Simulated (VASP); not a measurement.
Computed with RPBE GGA, VASP's PBE PAW potentials (set 64) (plane waves; VASP).

VASP ran on this input.

**POSCAR**
```
MgB2
1
    1.5340425559    -2.6570391506     0.0000000000
    1.5340425559     2.6570391506     0.0000000000
    0.0000000000     0.0000000000     3.5008472306
Mg B
1 2
Direct
  1.0000000000   1.0000000000   0.0000000000
  0.3333330000   0.6666670000   0.5000000000
  0.6666670000   0.3333330000   0.5000000000
```

**KPOINTS**
```
Automatic mesh
0
Gamma
11 11 9
0 0 0
```

### INCAR
```
SYSTEM = MgB2
PREC = Accurate
ENCUT = 520
EDIFF = 1E-7
NELM = 100
ALGO = Normal
LREAL = .FALSE.
LASPH = .TRUE.
ISMEAR = 1
SIGMA = 0.1
GGA = RP
LWAVE = .FALSE.
LCHARG = .FALSE.
ISIF = 4
IBRION = 2
NSW = 30
EDIFFG = -0.01
```

POTCAR, in this order: Mg B (PBE.64 set). Program: vasp_std.

Output of the run:

File OSZICAR:
```
       N       E                     dE             d eps       ncg     rms          rms(c)
DAV:   1     0.631696147650E+01    0.63170E+01   -0.39380E+03  1360   0.840E+02
DAV:   2    -0.158524871322E+02   -0.22169E+02   -0.21161E+02  1744   0.110E+02
DAV:   3    -0.161395040368E+02   -0.28702E+00   -0.28680E+00  1728   0.151E+01
DAV:   4    -0.161399593072E+02   -0.45527E-03   -0.45527E-03  1896   0.540E-01
DAV:   5    -0.161399595142E+02   -0.20698E-06   -0.20694E-06  1776   0.963E-03    0.533E+00
DAV:   6    -0.147554288920E+02    0.13845E+01   -0.22380E+00  1424   0.825E+00    0.261E+00
DAV:   7    -0.145112006305E+02    0.24423E+00   -0.12168E+00  1536   0.599E+00    0.791E-01
DAV:   8    -0.145145095838E+02   -0.33090E-02   -0.14578E-01  1424   0.240E+00    0.453E-01
DAV:   9    -0.145032712264E+02    0.11238E-01   -0.38449E-02  1400   0.109E+00    0.547E-02
DAV:  10    -0.145033040070E+02   -0.32781E-04   -0.97140E-04  1872   0.238E-01    0.270E-02
DAV:  11    -0.145032941638E+02    0.98431E-05   -0.17204E-04  1416   0.781E-02    0.827E-03
DAV:  12    -0.145032891368E+02    0.50270E-05   -0.21634E-05  1464   0.273E-02    0.956E-04
DAV:  13    -0.145032891791E+02   -0.42283E-07   -0.27721E-07  1824   0.469E-03
   1 F= -.14503289E+02 E0= -.14503260E+02  d E =-.145033E+02
       N       E                     dE             d eps       ncg     rms          rms(c)
DAV:   1    -0.145042560996E+02   -0.96696E-03   -0.15332E-02  1752   0.959E-01    0.765E-02
DAV:   2    -0.145039135366E+02    0.34256E-03   -0.71825E-04  1760   0.173E-01    0.336E-02
DAV:   3    -0.145038478553E+02    0.65681E-04   -0.27147E-04  1536   0.901E-02    0.741E-03
DAV:   4    -0.145038468049E+02    0.10505E-05   -0.84832E-06  1592   0.237E-02    0.174E-03
DAV:   5    -0.145038466525E+02    0.15242E-06   -0.74100E-07  1568   0.502E-03    0.313E-04
DAV:   6    -0.145038466561E+02   -0.36329E-08   -0.14750E-08   928   0.107E-03
   2 F= -.14503847E+02 E0= -.14503890E+02  d E =-.557477E-03
```

File OUTCAR:
```
------------------------ aborting loop because EDIFF is reached ----------------------------------------
  FORCE on cell =-STRESS in cart. coord.  units (eV):
  Direction    XX          YY          ZZ          XY          YZ          ZX
  --------------------------------------------------------------------------------------
  Total        0.8352772      0.8352768      0.8617376      0.0000000      0.0000000      0.0000000
  in kB       46.8924230     46.8924050     48.3779095      0.0000000      0.0000000      0.0000000
  external PRESSURE =      47.3875792 kB  Pullay stress =       0.0000000 kB
  volume of cell :       28.54
      direct lattice vectors                 reciprocal lattice vectors
     1.531531466 -2.652689805  0.000000000     0.326470602 -0.188487926  0.000000000
     1.531531466  2.652689805 -0.000000000     0.326470602  0.188487926  0.000000000
    -0.000000000  0.000000000  3.512336594     0.000000000  0.000000000  0.284710754
 POSITION                                       TOTAL-FORCE (eV/Angst)
 -----------------------------------------------------------------------------------
      0.00000      0.00000     -0.00000        -0.000000     -0.000000      0.000000
      1.53153      0.88423      1.75617        -0.000000      0.000000     -0.000000
      1.53153     -0.88423      1.75617         0.000000     -0.000000      0.000000
 -----------------------------------------------------------------------------------
    total drift:                                0.000000     -0.000000      0.000000
  FREE ENERGIE OF THE ION-ELECTRON SYSTEM (eV)
  ---------------------------------------------------
  free  energy   TOTEN  =       -14.5038466561 eV

  energy  without entropy=      -14.5039775594  energy(sigma->0) =      -14.50389029

 reached required accuracy - stopping structural energy minimisation
```
(Selected blocks of OUTCAR.)

### CONTCAR
```
MgB2
   1.00000000000000
     1.5315314658202055   -2.6526898045558802    0.0000000000000000
     1.5315314658202055    2.6526898045558802   -0.0000000000000000
    -0.0000000000000000    0.0000000000000000    3.5123365942225226
  Mg              B
     1     2
Direct
     0.0000000000000000    0.0000000000000000    0.0000000000000000
     0.3333330000000032    0.6666669999999968    0.5000000000000000
     0.6666669999999968    0.3333330000000032    0.5000000000000000
```

The compound is MgB2 in the AlB2 type structure. This cell is one point of a volume scan, at 0.97 of the reference volume. Symmetry was kept, so distortions that lower it aren't found.
